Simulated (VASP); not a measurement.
Given:

```yaml
crystal:
  lattice:
    - [0.00000, 2.35932, 2.35932]
    - [2.35932, 0.00000, 2.35932]
    - [2.35932, 2.35932, 0.00000]
  atoms:
    - { symbol: Sb, position: [0.00000, 0.00000, 0.00000] }
```

Level of theory: PBEsol GGA, VASP's PBE PAW potentials (set 64) (plane waves; VASP). Numerical set-up: 400 eV cut-off, 15×15×15 Γ-centred mesh, tetrahedra with Blöchl corrections, potentials Sb.

Unless said otherwise, spin-orbit coupling is left out, though it shifts the bands of the heavy elements here.

Problem. What does the run give for the energy per atom (σ→0), band gap (on the k-mesh) with the smallest direct gap where there is one?

Solution. 
- band gap (on the k-mesh) = none (metal, semimetal or under 0.01 eV)
- energy per atom (σ→0) = -4.297 eV/atom

Total energies compare only between runs with the same potentials, cut-off and functional.

The structure was generated: Sb was put into the fcc type (Fm-3m), which need not be its known phase. It was relaxed first.
